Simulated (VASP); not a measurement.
# GW-BSE spectrum of SiO2, part 3 of 3

Wanted: the lowest vertical excitons of SiO2 and its absorption. The cell has space group I-42d. The start is a cell from a database of measured crystal structures.

VASP 6.6.1, plane waves and PAW; the level of theory is named at each step.

So far, quasiparticle gap on the mesh (eV): step 4 (G0W0) 8.85.

## 5. BSE, Tamm-Dancoff

This step: BSE on G0W0 on LDA; plane waves and PAW (Si_GW, O_GW) (VASP 6.6.1).

The Bethe-Salpeter equation adds the screened attraction of electron and hole to the quasiparticle pairs; ANTIRES = 0 leaves out the coupling to antiresonant pairs.

The input, INCAR:

```
SYSTEM = SiO2
PREC = Accurate
ENCUT = 440
ISMEAR = 0
SIGMA = 0.01
LREAL = .FALSE.
GGA = CA
NBANDS = 192
ALGO = BSE
NBANDSO = 4
NBANDSV = 4
OMEGAMAX = 25
NEDOS = 1000
CSHIFT = 0.1
PRECFOCK = Fast
LWAVE = .FALSE.
LCHARG = .FALSE.
ENCUTGW = 100
ANTIRES = 0
```

The input, POSCAR:

```
SiO2
1.0
   -2.3740500000      2.3740500000      3.7440000000
    2.3740500000     -2.3740500000      3.7440000000
    2.3740500000      2.3740500000     -3.7440000000
Si O
2 4
Direct
    0.0000000000      0.0000000000      0.0000000000
    0.7500000000      0.2500000000      0.5000000000
    0.9983800000      0.6250000000      0.8733800000
    0.3750000000      0.2483800000      0.3733800000
    0.7516200000      0.1250000000      0.1266200000
    0.8750000000      0.0016200000      0.6266200000
```

The input, KPOINTS:

```
Automatic mesh
0
Gamma
6 6 6
0 0 0
```

PAW data sets: Si_GW and O_GW (LDA family, release 64).

Command:

```console
mpirun -np 8 vasp_std
```

The log of the run:

```text
[banner, memory and clock lines left out]
running    8 mpi-ranks, on    1 nodes
 distrk:  each k-point on    8 cores,    1 groups
 distr:  one band on    1 cores,    8 groups

 POSCAR found type information on POSCAR SiO
 POSCAR found :  2 types and       6 ions
|                                                                             |
|           W    W    AA    RRRRR   N    N  II  N    N   GGGG   !!!           |
|           W    W   A  A   R    R  NN   N  II  NN   N  G    G  !!!           |
|           W    W  A    A  R    R  N N  N  II  N N  N  G       !!!           |
|           W WW W  AAAAAA  RRRRR   N  N N  II  N  N N  G  GGG   !            |
|           WW  WW  A    A  R   R   N   NN  II  N   NN  G    G                |
|           W    W  A    A  R    R  N    N  II  N    N   GGGG   !!!           |
|                                                                             |
|     For optimal performance we recommend to set                             |
|       NCORE = 2 up to number-of-cores-per-socket                            |
|     NCORE specifies how many cores store one orbital (NPAR=cpu/NCORE).      |
|     This setting can greatly improve the performance of VASP for DFT.       |
|     The default, NCORE=1 might be grossly inefficient on modern             |
|     multi-core architectures or massively parallel machines. Do your        |
|     Unfortunately you need to use the default for GW and RPA                |
|     calculations (for HF NCORE is supported but not extensively tested      |
|     yet).                                                                   |
|                                                                             |

|                                                                             |
|           W    W    AA    RRRRR   N    N  II  N    N   GGGG   !!!           |
|           W    W   A  A   R    R  NN   N  II  NN   N  G    G  !!!           |
|           W    W  A    A  R    R  N N  N  II  N N  N  G       !!!           |
|           W WW W  AAAAAA  RRRRR   N  N N  II  N  N N  G  GGG   !            |
|           WW  WW  A    A  R   R   N   NN  II  N   NN  G    G                |
|           W    W  A    A  R    R  N    N  II  N    N   GGGG   !!!           |
|                                                                             |
|     The default for ENCUTGWSOFT is different in this version of VASP.       |
|     please manually set ENCUTGWSOFT =100 in the INCAR file.                 |
|                                                                             |

 LDA part: xc-table for (Slater(with rela. corr.)+CA(PZ))
 , standard interpolation
 found WAVECAR, reading the header
 POSCAR, INCAR and KPOINTS ok, starting setup
 FFT: planning ... GRIDC
 FFT: planning ... GRID_SOFT
 FFT: planning ... GRID
 reading WAVECAR
 the WAVECAR file was read successfully
 initial charge from wavefunction
 available memory per node:     57.86 GB, setting MAXMEM to     59252

 The Fermi energy was updated, please check that it is located mid-gap
 values below the HOMO (VB) or above the LUMO (CB) will cause erroneous energies
 E-fermi :   2.3623

 the WAVEDER file was read successfully
 responsefunction array rank=     208

 min. memory requirement per mpi rank    308.5 MB, per node   2468.3 MB

 Doing            0  frequencies on each core in blocks of            0
 Found all WFULLXXXX.tmp files
 reading now WFULL0001.tmp
 reading now WFULL0002.tmp
 reading now WFULL0003.tmp
 reading now WFULL0004.tmp
 reading now WFULL0005.tmp
 reading now WFULL0006.tmp
 reading now WFULL0007.tmp
 reading now WFULL0008.tmp
 reading now WFULL0009.tmp
 reading now WFULL0010.tmp
 reading now WFULL0011.tmp
 reading now WFULL0012.tmp
 reading now WFULL0013.tmp
 reading now WFULL0014.tmp
 reading now WFULL0015.tmp
 reading now WFULL0016.tmp
 reading now WFULL0017.tmp
 reading now WFULL0018.tmp
 reading now WFULL0019.tmp
 reading now WFULL0020.tmp
 reading now WFULL0021.tmp
 reading now WFULL0022.tmp
 reading now WFULL0023.tmp
 reading now WFULL0024.tmp
 reading now WFULL0025.tmp
 reading now WFULL0026.tmp
 reading now WFULL0027.tmp
 reading now WFULL0028.tmp
 reading now WFULL0029.tmp
 reading now WFULL0030.tmp
 parallelization over k-points
 Using distributed matrix
 Using distributed eigensolver
 allocating two-electron 4 orbital integral table    4    4    4    4
 BSE setting up matrix
 available memory per node:     57.54 GB, setting MAXMEM to     58921
 Calculate matrix elements of the BSE Hamiltonian:
 Workload is divided into blocks of two-electron 4 orbital integrals computed in
  parallel.
 Each block/integral has dimensions  of (   4,   4,   4,   4) orbitals
 Total number of blocks/integrals:                23436
 Number of spins:                                     1
 Number of kpoints:                                 216
 Spin channel:                                        1
  Number of blocks of unoccupied bands:               1
  Number of blocks of occupied bands:                 1
 Number of rows/columns of blocks:                  216

                                                        Time (sec)
               Integrals                 Ranks       Real         CPU
  [         1 -       1728/     23436]     8         4.16        0.00
  [      1729 -       3456/     23436]     8         8.61        0.00
  [      3457 -       5184/     23436]     8        13.13        0.00
  [      5185 -       6912/     23436]     8        17.41        0.00
  [      6913 -       8640/     23436]     8        21.93        0.00
  [      8641 -      10368/     23436]     8        26.51        0.00
  [     10369 -      12096/     23436]     8        30.46        0.00
  [     12097 -      13824/     23436]     8        34.62        0.00
  [     13825 -      15552/     23436]     8        39.09        0.00
  [     15553 -      17280/     23436]     8        42.88        0.00
  [     17281 -      19008/     23436]     8        46.63        0.00
  [     19009 -      20736/     23436]     8        50.73        0.00
  [     20737 -      22464/     23436]     8        54.35        0.00
  [     22465 -      23328/     23436]     8        56.32        0.00
  [     23329 -      23436/     23436]     8        56.71        0.00

 BSE redistributing all elements
 BSE diagonalizing matrix PDSYEVX_ZHEEVX_DESC
 BSE calculating oscillator strength
```

Wall time 72 s (8 MPI ranks of Intel Xeon Platinum 8488C (Sapphire Rapids), shared host); peak memory 4.4 GiB.

From OUTCAR (step 5):

```text
   NELECT =      32.0000    total number of electrons

 E-fermi :   2.3623

[... 9 parts as in an earlier step ...]

[... 1 further part left out ...]
```

This step gave:

- lowest excitation: 7.778 eV
- direct gap less the lowest excitation: 1.072 eV

The imaginary dielectric function has structure finer than the step of the table below, so its rows give means over 1 eV, whole bins alone (the curve runs from 0 to 25 eV). Peaks (eV: height): xx 10.0: 2.79, 10.2: 3.33, 11.0: 1.74; zz 9.5: 2.02, 9.8: 2.37, 10.5: 4.63, 10.8: 3.43.

From 4 filled and 4 empty bands alone, without any pair above OMEGAMAX = 25 eV, so strength is missing wherever others contribute; lines are broadened by CSHIFT, which also makes the tail under the first line. Table of imaginary dielectric function by photon energy; means over each step:

```csv
photon energy (eV),xx,zz
1,6.2e-4,6.6e-4
2,0.00129,0.00140
3,0.00213,0.00233
4,0.00328,0.00362
5,0.00504,0.00557
6,0.00807,0.00904
7,0.0145,0.0164
8,0.0379,0.0401
9,0.216,0.547
10,2.32,2.15
11,1.41,1.96
12,1.00,0.687
13,0.551,0.354
14,0.246,0.161
15,0.0480,0.0562
16,0.0120,0.0110
17,0.00623,0.00574
18,0.00420,0.00392
19,0.00307,0.00287
20,0.00232,0.00221
21,0.00182,0.00175
22,0.00147,0.00141
23,0.00120,0.00117
24,0.00101,9.7e-4
```

Some of the lowest 40 states alone, with states under 2.5 meV apart joined, scaled to the strongest line shown. Lines of the exciton spectrum (strongest = 100):

```csv
position (eV),lines merged,oscillator strength
7.778,2,5.5
8.322,2,5.5
8.578,1,0.0
8.612,1,0.0
8.616,1,0.0
8.623,3,4.4
8.758,2,11
8.768,3,21
8.777,1,0.0
8.808,2,0.8
8.836,1,0.0
8.862,2,16
8.879,2,0.4
8.959,2,0.0
8.965,2,7.1
8.969,1,0.0
8.973,2,0.0
8.984,1,0.0
9.189,2,54
9.370,2,1.3
9.380,1,0.0
9.390,1,100
9.398,1,0.0
```

The lowest excitation lies at 7.778 eV, -1072 meV against the direct gap of these orbitals. No second mesh in this session tests these energies, peaks and heights.

## 6. Without the electron-hole attraction

This step: BSE on G0W0 on LDA, without the electron-hole attraction; plane waves and PAW (Si_GW, O_GW) (VASP 6.6.1).

LADDER = .FALSE. removes the attraction and keeps the local fields, which shows what the attraction does.

INCAR: that of step 5 with these lines changed.

```diff
@@ -19 +19,2 @@
 ANTIRES = 0
+LADDER = .FALSE.
```

POSCAR is that of step 5.

KPOINTS is that of step 5.

Command:

```console
mpirun -np 8 vasp_std
```

The log of the run:

```text
[banner, memory and clock lines left out]
 LDA part: xc-table for (Slater(with rela. corr.)+CA(PZ))
 , standard interpolation
 found WAVECAR, reading the header
 POSCAR, INCAR and KPOINTS ok, starting setup
 FFT: planning ... GRIDC
 FFT: planning ... GRID_SOFT
 FFT: planning ... GRID
 reading WAVECAR
 the WAVECAR file was read successfully
 initial charge from wavefunction
 available memory per node:     57.78 GB, setting MAXMEM to     59165

 Doing            0  frequencies on each core in blocks of            0
 parallelization over k-points
 Using distributed matrix
 Using distributed eigensolver
 allocating two-electron 4 orbital integral table    4    4    4    4
 BSE setting up matrix
 available memory per node:     57.56 GB, setting MAXMEM to     58946
 Calculate matrix elements of the BSE Hamiltonian:
 Workload is divided into blocks of two-electron 4 orbital integrals computed in
  parallel.
 Each block/integral has dimensions  of (   4,   4,   4,   4) orbitals
 Total number of blocks/integrals:                23436
 Number of spins:                                     1
 Number of kpoints:                                 216
 Spin channel:                                        1
  Number of blocks of unoccupied bands:               1
  Number of blocks of occupied bands:                 1
 Number of rows/columns of blocks:                  216

                                                        Time (sec)
               Integrals                 Ranks       Real         CPU
  [         1 -       1728/     23436]     8         2.42        0.00
  [      1729 -       3456/     23436]     8         4.93        0.00
  [      3457 -       5184/     23436]     8         7.66        0.00
  [      5185 -       6912/     23436]     8         9.96        0.00
  [      6913 -       8640/     23436]     8        12.28        0.00
  [      8641 -      10368/     23436]     8        14.47        0.00
  [     10369 -      12096/     23436]     8        16.70        0.00
  [     12097 -      13824/     23436]     8        19.07        0.00
  [     13825 -      15552/     23436]     8        21.42        0.00
  [     15553 -      17280/     23436]     8        23.68        0.00
  [     17281 -      19008/     23436]     8        26.04        0.00
  [     19009 -      20736/     23436]     8        28.36        0.00
  [     20737 -      22464/     23436]     8        30.79        0.00
  [     22465 -      23328/     23436]     8        31.93        0.00
  [     23329 -      23436/     23436]     8        32.20        0.00

[... 7 parts as in an earlier step ...]
```

Wall time 48 s (8 MPI ranks); peak memory 3.3 GiB.

Parts of OUTCAR (step 6):

```text
   NELECT =      32.0000    total number of electrons

 E-fermi :   2.3623

[... 9 parts as in an earlier step ...]

[... 1 further part left out ...]
```

This step gave:

| Item | Value |
| --- | --- |
| lowest excitation | 8.851 eV |

The imaginary dielectric function has structure finer than the step of the table below, so its rows give means over 1 eV, whole bins alone (the curve runs from 0 to 25 eV). Peaks (eV: height): xx 13.8: 2.49, 15.3: 0.928; zz 10.8: 0.684, 11.5: 0.817, 13.8: 2.85.

From 4 filled and 4 empty bands alone, without any pair above OMEGAMAX = 25 eV, so strength is missing wherever others contribute; lines are broadened by CSHIFT, which also makes the tail under the first line. Imaginary dielectric function against photon energy; means over each step:

```csv
photon energy (eV),xx,zz
1,3.3e-4,3.4e-4
2,6.7e-4,7.1e-4
3,0.00108,0.00114
4,0.00157,0.00166
5,0.00224,0.00238
6,0.00316,0.00335
7,0.00457,0.00490
8,0.00706,0.00770
9,0.0139,0.0165
10,0.0477,0.0849
11,0.307,0.376
12,0.769,0.700
13,1.69,1.74
14,1.90,2.32
15,0.813,0.625
16,0.269,0.0886
17,0.0249,0.0194
18,0.0116,0.0103
19,0.00702,0.00658
20,0.00478,0.00455
21,0.00344,0.00334
22,0.00261,0.00255
23,0.00204,0.00201
24,0.00164,0.00162
```

The lowest excitation lies at 8.851 eV, +1073 meV against the Tamm-Dancoff singlet. No second mesh in this session tests these energies, peaks and heights.

## 7. Independent quasiparticles

This step: BSE on G0W0 on LDA, independent quasiparticles; plane waves and PAW (Si_GW, O_GW) (VASP 6.6.1).

With LADDER and LHARTREE off the pairs don't interact at all, so the lowest line must equal the direct gap.

INCAR: that of step 6 with these lines changed.

```diff
@@ -20 +20,2 @@
 LADDER = .FALSE.
+LHARTREE = .FALSE.
```

POSCAR is that of step 6.

KPOINTS is that of step 6.

Command:

```console
mpirun -np 8 vasp_std
```

The log of the run:

```text
[banner, memory and clock lines left out]
 LDA part: xc-table for (Slater(with rela. corr.)+CA(PZ))
 , standard interpolation
 found WAVECAR, reading the header
 POSCAR, INCAR and KPOINTS ok, starting setup
 FFT: planning ... GRIDC
 FFT: planning ... GRID_SOFT
 FFT: planning ... GRID
 reading WAVECAR
 the WAVECAR file was read successfully
 initial charge from wavefunction
 available memory per node:     57.74 GB, setting MAXMEM to     59125

 Doing            0  frequencies on each core in blocks of            0
 parallelization over k-points
 Using distributed matrix
 Using distributed eigensolver
 allocating two-electron 4 orbital integral table    4    4    4    4
 BSE setting up matrix
 available memory per node:     57.53 GB, setting MAXMEM to     58906
 Calculate matrix elements of the BSE Hamiltonian:
 Workload is divided into blocks of two-electron 4 orbital integrals computed in
  parallel.
 Each block/integral has dimensions  of (   4,   4,   4,   4) orbitals
 Total number of blocks/integrals:                23436
 Number of spins:                                     1
 Number of kpoints:                                 216
 Spin channel:                                        1
  Number of blocks of unoccupied bands:               1
  Number of blocks of occupied bands:                 1
 Number of rows/columns of blocks:                  216

                                                        Time (sec)
               Integrals                 Ranks       Real         CPU
  [         1 -       1728/     23436]     8         0.41        0.00
  [      1729 -       3456/     23436]     8         0.85        0.00
  [      3457 -       5184/     23436]     8         1.32        0.00
  [      5185 -       6912/     23436]     8         1.77        0.00
  [      6913 -       8640/     23436]     8         2.19        0.00
  [      8641 -      10368/     23436]     8         2.63        0.00
  [     10369 -      12096/     23436]     8         3.11        0.00
  [     12097 -      13824/     23436]     8         3.60        0.00
  [     13825 -      15552/     23436]     8         4.11        0.00
  [     15553 -      17280/     23436]     8         4.60        0.00
  [     17281 -      19008/     23436]     8         5.00        0.00
  [     19009 -      20736/     23436]     8         5.38        0.00
  [     20737 -      22464/     23436]     8         5.80        0.00
  [     22465 -      23328/     23436]     8         6.01        0.00
  [     23329 -      23436/     23436]     8         6.06        0.00

[... 7 parts as in an earlier step ...]
```

Elapsed: 20 s, on 8 MPI ranks; peak memory 3.4 GiB; 2.5 min of CPU time.

Parts of OUTCAR (step 7):

```text
   NELECT =      32.0000    total number of electrons

 E-fermi :   2.3623

[... 9 parts as in an earlier step ...]

[... 1 further part left out ...]
```

Numbers from this step:

- lowest excitation: 8.850 eV

The imaginary dielectric function has structure finer than the step of the table below, so its rows give means over 1 eV, whole bins alone (the curve runs from 0 to 25 eV). Peaks (eV: height): xx 11.5: 0.779, 12.6: 2.04, 13.5: 2.44, 14.4: 1.54; zz 10.8: 0.740, 11.5: 0.888, 13.4: 2.80, 13.8: 2.68.

From 4 filled and 4 empty bands alone, without any pair above OMEGAMAX = 25 eV, so strength is missing wherever others contribute; lines are broadened by CSHIFT, which also makes the tail under the first line. Imaginary dielectric function against photon energy; means over each step:

```csv
photon energy (eV),xx,zz
1,3.5e-4,3.5e-4
2,7.1e-4,7.4e-4
3,0.00114,0.00118
4,0.00168,0.00172
5,0.00238,0.00244
6,0.00339,0.00349
7,0.00497,0.00514
8,0.00775,0.00811
9,0.0159,0.0175
10,0.0581,0.0914
11,0.365,0.411
12,0.980,0.792
13,1.97,2.10
14,1.75,1.98
15,0.588,0.474
16,0.0987,0.0838
17,0.0187,0.0180
18,0.00970,0.00968
19,0.00616,0.00623
20,0.00430,0.00434
21,0.00317,0.00320
22,0.00242,0.00246
23,0.00190,0.00194
24,0.00153,0.00157
```

The lowest excitation lies at 8.850 eV, +1072 meV against the Tamm-Dancoff singlet. No second mesh in this session tests these energies, peaks and heights.

## 8. Summary

This step: BSE on G0W0 on LDA; plane waves and PAW (VASP 6.6.1).

This step runs nothing: it gathers the runs above.

Cost is wall time times ranks on a shared host, for this step alone, without the steps before it. Excitations by level:

```csv
level,first excitation (eV),cost (core minutes)
"BSE, Tamm-Dancoff",7.778,9.6
without the electron-hole attraction,8.851,6.4
independent quasiparticles,8.85,2.67
```

## 9. Outcome

```
BSE, Tamm-Dancoff                    : lowest vertical excitation 7.778 eV; direct gap 8.850 eV
without the electron-hole attraction : lowest vertical excitation 8.851 eV; direct gap 8.850 eV
independent quasiparticles           : lowest vertical excitation 8.850 eV; direct gap 8.850 eV
```

**Reading.** The Bethe-Salpeter equation puts the lowest vertical singlet excitation at 7.778 eV, 1.07 eV below the direct gap of 8.850 eV; the states within 10 meV of it carry 2 % of the strength of the strongest such group among the lowest 40 states. The attraction moves the centre of weight of eps2 xx over the computed range by -2.44 eV against the run without the attraction. The spectra were run on one mesh, so the distance from the gap isn't shown to be converged; coarse meshes tend to overstate it. Bands, response cutoff and mesh of the GW step weren't tested in this session. Only the bands set by NBANDSO and NBANDSV form pairs, and any pair above OMEGAMAX = 25 eV is dropped, so the spectrum is that of this window; the window can cut degenerate bands, and the ratio of directions in the curves is that of the window, not of the crystal. The given cell is kept, although it stands at -5.1 GPa at LDA and ENCUT = 440 eV, which holds the mismatch of the given cell with this functional and any basis-set error. The atoms weren't relaxed and carry forces of up to 0.25 eV/Å at LDA in the first static run, so the numbers belong to the given coordinates, and a relaxation would change them. Not tabulated here, as repeats of values shown or as unfit to read for their mesh, reference level or band range: eps2 curves (empty bands); eps1 curves and static values (BSE, empty bands, independent quasiparticles, without the electron-hole attraction); line lists of runs without attraction (independent quasiparticles, without the electron-hole attraction).

[Lines on the potential files, build, host, timing and source positions are cut from VASP's logs without a mark.]

[Logs are printed without paths, hosts, clocks, repeated set-up lines and the standing remarks that a program may print on its own settings, such as how far it seeks lower states.]

[Hosts, paths, dates, database ids (printed as entryN), source tags and the programs' standing remarks are cut or masked in the printed files.]

[Pressures printed for these runs are not shown converged in the cutoff: they can be off by several GPa and have the wrong sign.]
